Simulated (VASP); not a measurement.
Consider the following.

```
CELL_PARAMETERS angstrom
      0.00000     2.19988     2.19988
      2.19988     0.00000     2.19988
      2.19988     2.19988     0.00000
ATOMIC_POSITIONS crystal
  Si 0.00000 0.00000 0.00000
  C  0.25000 0.25000 0.25000
```

Method: revTPSS meta-GGA, VASP's PBE PAW potentials (set 64) (plane waves; VASP). Numerical set-up: 520 eV cut-off, 10×10×10 Γ-centred mesh, Gaussian smearing of 0.050 eV, potentials Si C.

Estimate the energy per atom (σ→0), pressure, band gap (on the k-mesh) with the smallest direct gap where there is one.

* **band gap (on the k-mesh)**: 1.22 eV
* **smallest direct gap (on the k-mesh)**: 4.36 eV
* **energy per atom (σ→0)**: -8.842 eV/atom
* **pressure**: -6.19 GPa

Total energies compare only between runs with the same potentials, cut-off and functional.

The compound is SiC in the zinc blende structure. This cell is one point of a volume scan, at 1.03 of the reference volume.
